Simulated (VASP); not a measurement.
Here is a VASP 6.6.1 calculation.

INCAR

```
ALGO = Normal
EDIFF = 1E-6
EDIFFG = -0.04
ENCUT = 600
GGA = PE
IBRION = 2
ISIF = 3
ISMEAR = 0
LASPH = True
LCHARG = False
LREAL = False
LWAVE = False
NELM = 80
NSW = 90
PREC = Accurate
SIGMA = 0.1
```

File KPOINTS:

```
k-points
0
Gamma
  4 4 4
```

The input POSCAR:

```
KBeCl3
1.0
    4.9542453300      0.0000000000      0.0000000000
    0.0000000000      4.9542453300      0.0000000000
    0.0000000000      0.0000000000      4.9542453300
K Be Cl
1 1 3
Direct
    0.0000000000      0.0000000000      0.0000000000
    0.5000000000      0.5000000000      0.5000000000
    0.5000000000      0.0000000000      0.0000000000
    0.0000000000      0.5000000000      0.0000000000
    0.0000000000      0.0000000000      0.5000000000
```

Potentials or basis: VASP PAW PBE potentials, release 64 (K_sv, Be, Cl).

The run is started by

```sh
$ cat potpaw_PBE.64/K_sv/POTCAR potpaw_PBE.64/Be/POTCAR potpaw_PBE.64/Cl/POTCAR > POTCAR
$ mpirun -np 1 vasp_std > vasp.out
```

Q: Predict the relaxed cell.

A: a = 5.735 Å, b = 5.735 Å, c = 5.735 Å, α = 90.00°, β = 90.00°, γ = 90.00°.

Q: What does it give for the relaxed volume?

A: 37.73 Å³/atom.

Q: Predict the band gap on the k mesh.

A: None (metal or under the smearing width).

Q: What does it give for the space group after relaxing (to 0.05 Å)?

A: Pm-3m (No. 221).

Final structure:
```yaml
crystal:
  lattice:
    - [5.73525, 0.00000, 0.00000]
    - [0.00000, 5.73525, 0.00000]
    - [0.00000, 0.00000, 5.73525]
  atoms:
    - { symbol: K, position: [0.00000, 0.00000, 0.00000] }
    - { symbol: Be, position: [0.50000, 0.50000, 0.50000] }
    - { symbol: Cl, position: [0.50000, 0.00000, 0.00000] }
    - { symbol: Cl, position: [0.00000, 0.50000, 0.00000] }
    - { symbol: Cl, position: [0.00000, 0.00000, 0.50000] }
```

Caveat: the volume moved by over 15 % at a fixed basis, so the end points are rough.
